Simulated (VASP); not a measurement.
Set up this calculation in VASP 6.6.1, as the native input.

```yaml
Task: relaxation of cell and atoms
Functional: PBE
Potentials_or_basis: VASP PAW PBE potentials, release 64 (Zr_sv, Ta_pv, O)
Cutoff: 520 eV
k_mesh: 4 × 4 × 3
Occupations: gaussian, width 0.15 eV
Spin: no spin polarisation
Further_INCAR_settings: PREC = Normal; ALGO = Fast; EDIFF = 0.0001; IBRION = 2; EDIFFG = -0.08; NSW = 24; ISIF = 3
```

The structure of ZrTaO4 lies in POSCAR:

```
ZrTaO4
1.0
    3.4371092900      0.0000000000      0.0000000000
    0.0000000000      3.4371092900      0.0000000000
    0.0000000000      0.0000000000      4.9463583200
Zr Ta O
1 1 4
Direct
    0.0000000000      0.0000000000      0.0000000000
    0.5000000000      0.5000000000      0.5000000000
    0.5000000000      0.0000000000      0.7327468400
    0.0000000000      0.5000000000      0.2672531600
    0.5000000000      0.0000000000      0.2672531600
    0.0000000000      0.5000000000      0.7327468400
```

The cell was built by a generator and needn't be a form met in nature.

The input as run:

INCAR

```
PREC = Normal
ENCUT = 520
EDIFF = 1E-4
ISMEAR = 0
SIGMA = 0.15
LREAL = F
LASPH = T
NELM = 60
ALGO = Fast
ISIF = 3
LWAVE = F
LCHARG = F
GGA = PE
IBRION = 2
NSW = 24
EDIFFG = -0.08
```

KPOINTS

```
Automatic mesh
0
Gamma
  4 4 3
```

Potentials or basis: VASP PAW PBE potentials, release 64 (Zr_sv, Ta_pv, O).

Launch:

```console
$ cat potpaw_PBE.64/Zr_sv/POTCAR potpaw_PBE.64/Ta_pv/POTCAR potpaw_PBE.64/O/POTCAR > POTCAR
$ mpirun -np 1 vasp_std > vasp.out
```

Results of the run:

```
Relaxed volume                         : 10.79 Å³/atom
Relaxed cell                           : a = 3.596 Å, b = 3.596 Å, c = 5.005 Å, α = 90.00°, β = 90.00°, γ = 90.00°
Space group after relaxing (to 0.05 Å) : P4/mmm (No. 123)
Energy gained by relaxing              : 121.6 meV/atom
Ionic steps                            : 7
Pressure after relaxing                : 0.2 GPa
Largest force after relaxing           : 0.074 eV/Å
Band gap on the k mesh                 : none (metal or under the smearing width)
```

Caveat: the k mesh is coarse (spacing up to 0.46 Å⁻¹), so the values aren't converged; an odd number of electrons without spin polarisation forces a metal; a magnetic or distorted state may lie lower.

It took 62 s on 1 thread of Intel(R) Xeon(R) Platinum 8259CL CPU @ 2.50GHz (Skylake/Cascade Lake), with other jobs on the host, peak memory 0.14 GiB.
